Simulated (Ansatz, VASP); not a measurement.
# GaN: VASP beside Ansatz, part 2 of 3

Aim: how closely do two programs agree when they are given the same cell, functional and k mesh? The cell is taken from a series of runs on this material, whose earlier steps may have relaxed, scaled, displaced or heated it; both programs get it as it stands.

VASP 6.6.1 and Ansatz 0.2.0.

So far: Set-up; Ansatz: zone-centre phonons, PBE.

**3. VASP: zone-centre phonons, PBE**

Level of this step: PBE; plane waves and PAW (Ga_d, N) (VASP).

The same cell, functional and mesh now go to VASP, with its own data sets.

Lines of VASP's logs that name or quote its potential files are left out, and so is its time.

Contents of INCAR:

```
SYSTEM = GaN
PREC = Accurate
ENCUT = 600
EDIFF = 1E-08
NELM = 120
ISMEAR = 0
SIGMA = 0.01
LREAL = .FALSE.
ALGO = Normal
GGA = PE
NBANDS = 24
LORBIT = 11
LWAVE = .FALSE.
LCHARG = .FALSE.
ISIF = 2
IBRION = 8
LEPSILON = .TRUE.
LASPH = .TRUE.
GGA_COMPAT = .FALSE.
EFERMI = MIDGAP
KPAR = 2
```

Contents of POSCAR:

```
GaN
1.0
    3.2183727567      0.0000000000      0.0000000000
   -1.6091863784      2.7871925662      0.0000000000
    0.0000000000      0.0000000000      5.2431524761
Ga N
2 2
Direct
    0.3333333333      0.6666666667      0.9991355107
    0.6666666667      0.3333333333      0.4991355107
    0.3333333333      0.6666666667      0.3758644893
    0.6666666667      0.3333333333      0.8758644893
```

Contents of KPOINTS:

```
Automatic mesh
0
Gamma
9 9 6
0 0 0
```

PAW data sets: Ga_d and N (PBE family, release 64).

Run with:

```console
$ mpirun -np 2 vasp_std
```

What it wrote:

```text
[banner, memory and clock lines left out]
running    2 mpi-ranks, on    1 nodes
 distrk:  each k-point on    1 cores,    2 groups
 distr:  one band on    1 cores,    1 groups

 POSCAR found type information on POSCAR GaN
 POSCAR found :  2 types and       4 ions
 LDA part: xc-table for (Slater+PW92), standard interpolation
 POSCAR, INCAR and KPOINTS ok, starting setup
 FFT: planning ... GRIDC
 FFT: planning ... GRID_SOFT
 FFT: planning ... GRID
 WAVECAR not read
 entering main loop
       N       E                     dE             d eps       ncg     rms          rms(c)
DAV:   1     0.294921359112E+03    0.29492E+03   -0.19792E+04  2480   0.303E+03
DAV:   2     0.800470028813E+01   -0.28692E+03   -0.27351E+03  2600   0.559E+02
DAV:   3    -0.270688209669E+02   -0.35074E+02   -0.34745E+02  2736   0.153E+02
DAV:   4    -0.282361842676E+02   -0.11674E+01   -0.11654E+01  3000   0.314E+01
DAV:   5    -0.282575159990E+02   -0.21332E-01   -0.21326E-01  2720   0.368E+00    0.108E+01
DAV:   6    -0.242362727035E+02    0.40212E+01   -0.12678E+01  3944   0.526E+01    0.302E+00
DAV:   7    -0.243499531918E+02   -0.11368E+00   -0.15850E+00  2488   0.107E+01    0.267E+00
DAV:   8    -0.243481496715E+02    0.18035E-02   -0.20802E-01  3664   0.657E+00    0.825E-01
DAV:   9    -0.243299447553E+02    0.18205E-01   -0.79721E-02  3968   0.470E+00    0.355E-01
DAV:  10    -0.243308331734E+02   -0.88842E-03   -0.46847E-03  2552   0.677E-01    0.107E-01
DAV:  11    -0.243306751574E+02    0.15802E-03   -0.15669E-03  3424   0.698E-01    0.419E-02
DAV:  12    -0.243306900022E+02   -0.14845E-04   -0.16644E-04  2496   0.959E-02    0.365E-02
DAV:  13    -0.243306938411E+02   -0.38388E-05   -0.11392E-04  3760   0.124E-01    0.342E-02
DAV:  14    -0.243306880611E+02    0.57800E-05   -0.19005E-05  2960   0.388E-02    0.176E-02
DAV:  15    -0.243306876520E+02    0.40910E-06   -0.25021E-06  3096   0.105E-02    0.105E-02
DAV:  16    -0.243306875863E+02    0.65696E-07   -0.58857E-07  3424   0.590E-03    0.402E-03
DAV:  17    -0.243306875901E+02   -0.38481E-08   -0.22269E-07  3568   0.413E-03    0.133E-03
DAV:  18    -0.243306876153E+02   -0.25208E-07   -0.50389E-08  2584   0.171E-03    0.227E-04
DAV:  19    -0.243306876165E+02   -0.11396E-08   -0.47291E-09  1368   0.537E-04
   1 F= -.24330688E+02 E0= -.24330688E+02  d E =0.000000E+00
 Linear response reoptimize wavefunctions to high precision
DAV:   1    -0.243306876175E+02   -0.10341E-08   -0.11056E-09  1288   0.267E-04
DAV:   2    -0.243306876175E+02    0.20009E-10   -0.30217E-10  1320   0.166E-04
 Linear response G [H, r] |phi>, progress :
  Direction:   1
       N       E                     dE             d eps       ncg     rms
RMM:   1    -0.875940391887E+02   -0.87594E+02    0.13175E+02  2761   0.336E+02
 LRF_COMMUTATOR internal error: the vector H(1)-e(1) S(1) |phi(0)> is not orthog
 onal to |phi(0)> (-1.047459264781406E-004,-5.246671153091853E-015)
 LRF_COMMUTATOR internal error: the vector H(1)-e(1) S(1) |phi(0)> is not orthog
 onal to |phi(0)> (1.047459260964945E-004,-7.008282842946301E-015)
RMM:   2    -0.846828708103E+02    0.29112E+01   -0.24989E+02  4260   0.829E+01
 LRF_COMMUTATOR internal error: the vector H(1)-e(1) S(1) |phi(0)> is not orthog
 onal to |phi(0)> (-1.047459264852113E-004,-7.127978762788700E-015)
 LRF_COMMUTATOR internal error: the vector H(1)-e(1) S(1) |phi(0)> is not orthog
 onal to |phi(0)> (1.047459260957728E-004,-4.333339242990064E-015)
RMM:   3    -0.882053084259E+02   -0.35224E+01   -0.19726E+01  4666   0.264E+01
RMM:   4    -0.883860660263E+02   -0.18076E+00   -0.17093E+00  4814   0.641E+00
RMM:   5    -0.883971429415E+02   -0.11077E-01   -0.13252E-01  4853   0.183E+00
RMM:   6    -0.883997048955E+02   -0.25620E-02   -0.20939E-02  4880   0.649E-01
RMM:   7    -0.884001305784E+02   -0.42568E-03   -0.21835E-03  4922   0.232E-01
RMM:   8    -0.884003282105E+02   -0.19763E-03   -0.65899E-04  4952   0.923E-02
RMM:   9    -0.884003181947E+02    0.10016E-04    0.70668E-05  4999   0.362E-02
RMM:  10    -0.884003360278E+02   -0.17833E-04    0.36391E-06  4941   0.152E-02
RMM:  11    -0.884003357688E+02    0.25905E-06    0.28159E-05  4869   0.630E-03
RMM:  12    -0.884003382895E+02   -0.25207E-05    0.70215E-06  4607   0.286E-03
RMM:  13    -0.884003375398E+02    0.74963E-06    0.15227E-05  4341   0.134E-03
RMM:  14    -0.884003391569E+02   -0.16171E-05   -0.72752E-07  3875   0.702E-04
RMM:  15    -0.884003387432E+02    0.41373E-06    0.34256E-06  3299   0.448E-04
RMM:  16    -0.884003391647E+02   -0.42157E-06   -0.84715E-07  2968   0.343E-04
RMM:  17    -0.884003391488E+02    0.15935E-07   -0.54598E-07  2735   0.302E-04
RMM:  18    -0.884003392393E+02   -0.90526E-07   -0.24869E-06  2537   0.292E-04
RMM:  19    -0.884003391995E+02    0.39835E-07    0.79320E-07  2370   0.274E-04
RMM:  20    -0.884003392383E+02   -0.38795E-07   -0.21305E-06  2301   0.271E-04
RMM:  21    -0.884003392164E+02    0.21919E-07    0.13054E-06  2268   0.268E-04
 Linear response G [H, r] |phi>, progress :
[...]
RMM:   3    -0.663553233434E+00   -0.12381E-01   -0.40298E-02 13202   0.859E-01    0.751E-01
RMM:   4    -0.702771062141E+00   -0.39218E-01   -0.11714E-02 13221   0.782E-01    0.615E-02
RMM:   5    -0.703157915414E+00   -0.38685E-03   -0.88380E-04 13707   0.186E-01    0.431E-02
[...]
RMM:   7    -0.159655197979E+00   -0.16432E-05    0.10724E-06 25475   0.708E-03    0.305E-04
RMM:   8    -0.159657222447E+00   -0.20245E-05   -0.51698E-06 25150   0.322E-03    0.280E-05
RMM:   9    -0.159657311610E+00   -0.89163E-07   -0.54214E-06 25657   0.156E-03    0.216E-05
RMM:  10    -0.159656802908E+00    0.50870E-06    0.83422E-07 25498   0.820E-04    0.698E-06
RMM:  11    -0.159657092686E+00   -0.28978E-06   -0.22017E-06 25537   0.461E-04    0.577E-06
RMM:  12    -0.159656880238E+00    0.21245E-06   -0.13911E-07 25657   0.274E-04    0.383E-06
RMM:  13    -0.159656944107E+00   -0.63870E-07   -0.63373E-07 25298   0.170E-04    0.125E-06
RMM:  14    -0.159656892300E+00    0.51807E-07   -0.16131E-07 24752   0.110E-04    0.244E-06
RMM:  15    -0.159656907386E+00   -0.15086E-07   -0.33759E-07 24238   0.731E-05    0.500E-06
RMM:  16    -0.159656883477E+00    0.23910E-07   -0.25339E-08 23106   0.507E-05    0.290E-06
RMM:  17    -0.159656898427E+00   -0.14951E-07   -0.16384E-07 18934   0.347E-05    0.316E-06
RMM:  18    -0.159656881993E+00    0.16434E-07    0.43502E-09 14445   0.244E-05    0.358E-06
RMM:  19    -0.159656889724E+00   -0.77304E-08   -0.55907E-08 18654   0.179E-05    0.323E-06
 first order change of Fermi-energy  -0.35339E+00
 force on displaced ion       1 direction 1 : -12.017   0.001   0.000
 Born effective charge ion    1 direction 1 :   2.631  -0.000   0.000
 Linear response progress:
  Degree of freedom:   2/  4
       N       E                     dE             d eps       ncg     rms          rms(c)
RMM:   1    -0.175698628588E+00   -0.17570E+00    0.23856E-01  3989   0.795E+00
RMM:   2    -0.171310280580E+00    0.43883E-02   -0.36959E-02  5500   0.158E+00    0.844E-02
RMM:   3    -0.171753353009E+00   -0.44307E-03   -0.26544E-03  5903   0.411E-01    0.431E-02
RMM:   4    -0.171386679451E+00    0.36667E-03   -0.33134E-04  6006   0.140E-01    0.188E-02
RMM:   5    -0.171232706996E+00    0.15397E-03    0.58091E-05  6042   0.582E-02    0.523E-03
RMM:   6    -0.171223706951E+00    0.90000E-05    0.19568E-04  5945   0.213E-02    0.325E-03
RMM:   7    -0.171249134586E+00   -0.25428E-04    0.52475E-05  6142   0.818E-03    0.822E-04
RMM:   8    -0.171253758173E+00   -0.46236E-05    0.42661E-05  6011   0.333E-03    0.212E-04
RMM:   9    -0.171257014908E+00   -0.32567E-05    0.26243E-05  6292   0.147E-03    0.741E-05
RMM:  10    -0.171259382567E+00   -0.23677E-05    0.62294E-06  6042   0.670E-04    0.313E-05
RMM:  11    -0.171259550191E+00   -0.16762E-06    0.46853E-06  6361   0.314E-04    0.922E-06
RMM:  12    -0.171259483822E+00    0.66368E-07    0.55762E-06  5936   0.153E-04    0.365E-06
RMM:  13    -0.171259964056E+00   -0.48023E-06    0.71429E-07  6310   0.814E-05    0.141E-06
RMM:  14    -0.171259774110E+00    0.18995E-06    0.27134E-06  6121   0.444E-05    0.688E-07
RMM:  15    -0.171260006974E+00   -0.23286E-06    0.54303E-07  6282   0.259E-05    0.282E-07
RMM:  16    -0.171259852069E+00    0.15490E-06    0.19985E-06  5412   0.157E-05    0.204E-07
RMM:  18    -0.171259951248E+00    0.49176E-07    0.99133E-07  4042   0.739E-06    0.143E-07
RMM:  19    -0.171259987105E+00   -0.35857E-07    0.63451E-07  3981   0.558E-06    0.589E-08
 first order change of Fermi-energy   0.20381E+00
 force on displaced ion       1 direction 3 :  -0.000  -0.000 -18.539
 Born effective charge ion    1 direction 3 :  -0.000  -0.000   2.775
 Linear response progress:
  Degree of freedom:   3/  4
       N       E                     dE             d eps       ncg     rms          rms(c)
RMM:   1    -0.236917842247E+00   -0.23692E+00    0.13383E-01 27954   0.329E+00
RMM:   2    -0.230674541138E+00    0.62433E-02   -0.15218E-02 20072   0.102E+00    0.132E-01
RMM:   3    -0.232012418461E+00   -0.13379E-02   -0.16613E-03 22984   0.301E-01    0.672E-02
RMM:   4    -0.233396231593E+00   -0.13838E-02   -0.43404E-04 22463   0.135E-01    0.168E-02
RMM:   5    -0.233530531989E+00   -0.13430E-03   -0.27097E-05 23464   0.401E-02    0.370E-03
RMM:   6    -0.233446032175E+00    0.84500E-04   -0.26051E-06 22553   0.119E-02    0.160E-03
RMM:   7    -0.233426428909E+00    0.19603E-04   -0.28842E-07 23370   0.346E-03    0.406E-04
RMM:   8    -0.233426008647E+00    0.42026E-06   -0.48421E-09 23356   0.102E-03    0.671E-05
RMM:   9    -0.233426161373E+00   -0.15273E-06    0.72034E-08 24266   0.329E-04    0.392E-05
RMM:  10    -0.233425310744E+00    0.85063E-06    0.28417E-08 23416   0.126E-04    0.505E-06
RMM:  11    -0.233425350671E+00   -0.39927E-07    0.33725E-08 24258   0.383E-05    0.178E-06
RMM:  12    -0.233425335189E+00    0.15483E-07    0.22207E-08 24360   0.140E-05    0.663E-07
RMM:  13    -0.233425336754E+00   -0.15658E-08    0.38435E-09 23380   0.518E-06    0.174E-07
 first order change of Fermi-energy  -0.21663E+00
 force on displaced ion       3 direction 1 : -12.246   0.000  -0.000
 Born effective charge ion    3 direction 1 :  -2.638   0.000  -0.000
 Linear response progress:
  Degree of freedom:   4/  4
       N       E                     dE             d eps       ncg     rms          rms(c)
RMM:   1    -0.247669655830E+00   -0.24767E+00    0.19609E-01  7600   0.329E+00
RMM:   2    -0.245497540920E+00    0.21721E-02   -0.17753E-02  5037   0.108E+00    0.134E-01
RMM:   3    -0.246163954511E+00   -0.66641E-03   -0.23303E-03  5487   0.368E-01    0.628E-02
RMM:   4    -0.247120052222E+00   -0.95610E-03   -0.43604E-04  5678   0.149E-01    0.192E-02
RMM:   5    -0.247306124259E+00   -0.18607E-03    0.15532E-05  5908   0.451E-02    0.805E-03
RMM:   6    -0.247356268774E+00   -0.50145E-04    0.26185E-05  5857   0.155E-02    0.187E-03
RMM:   7    -0.247352523853E+00    0.37449E-05   -0.12300E-06  5535   0.573E-03    0.795E-04
RMM:   8    -0.247346103703E+00    0.64201E-05    0.16392E-06  5641   0.216E-03    0.270E-04
RMM:   9    -0.247344724879E+00    0.13788E-05    0.95591E-07  5623   0.872E-04    0.411E-05
RMM:  10    -0.247344535478E+00    0.18940E-06    0.59709E-07  5903   0.317E-04    0.163E-05
RMM:  11    -0.247344698095E+00   -0.16262E-06    0.14027E-07  5992   0.110E-04    0.655E-06
RMM:  12    -0.247344743742E+00   -0.45647E-07    0.84960E-08  5646   0.456E-05    0.261E-06
RMM:  13    -0.247344742616E+00    0.11254E-08    0.68474E-09  6027   0.185E-05    0.849E-07
 first order change of Fermi-energy  -0.20395E+00
 force on displaced ion       3 direction 3 :   0.000   0.000 -16.332
 Born effective charge ion    3 direction 3 :   0.000  -0.000  -2.778
 Born effective charges drift removed
 Linear response finished
```

[end of part 2 of 3]

[Lines on the potential files, build, host, timing and source positions are cut from VASP's logs without a mark.]

[Logs are printed without paths, hosts, clocks, repeated set-up lines and the standing remarks that a program may print on its own settings, such as how far it seeks lower states.]

[Hosts, paths, dates, database ids (printed as entryN), source tags and the programs' standing remarks are cut or masked in the printed files.]
